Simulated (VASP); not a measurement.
Here is the system:

```yaml
crystal:
  lattice:
    - [3.83132, 0.00000, 0.00000]
    - [-1.91566, 3.31802, 0.00000]
    - [0.00000, 0.00000, 6.33262]
  atoms:
    - { symbol: Si, position: [0.32960, 0.66628, 0.06911] }
    - { symbol: Si, position: [0.66692, 0.32876, 0.93630] }
    - { symbol: Si, position: [0.65714, 0.32969, 0.56058] }
    - { symbol: Si, position: [0.34633, 0.67527, 0.43400] }
```

Computed with LDA (Ceperley-Alder, Perdew-Zunger), VASP's LDA PAW potentials (set 64) (plane waves; VASP). Run with 300 eV cut-off, 7×7×4 Γ-centred mesh, Fermi-Dirac smearing of 0.010 eV, potentials Si.

Problem. Give the force on each atom (eV/Å).

Solution. 
```json
[
 {"atom": "Si1", "Fx": "0.281", "Fy": "-0.136", "Fz": "-0.788"},
 {"atom": "Si2", "Fx": "-0.287", "Fy": "0.148", "Fz": "0.167"},
 {"atom": "Si3", "Fx": "0.713", "Fy": "0.454", "Fz": "0.158"},
 {"atom": "Si4", "Fx": "-0.708", "Fy": "-0.466", "Fz": "0.463"}
]
```

Problem. Give the stress tensor in GPa (positive for a compressed cell).

Solution. 
```
-3.20  -0.58   1.01
-0.58  -1.66   0.34
 1.01   0.34  -1.00
```
The pressure is its mean diagonal, -1.95 GPa.

The structure comes from a computed database's Si entry; how it stands against other phases isn't given here. The cell was not relaxed at this level, atoms are displaced from their ideal sites.
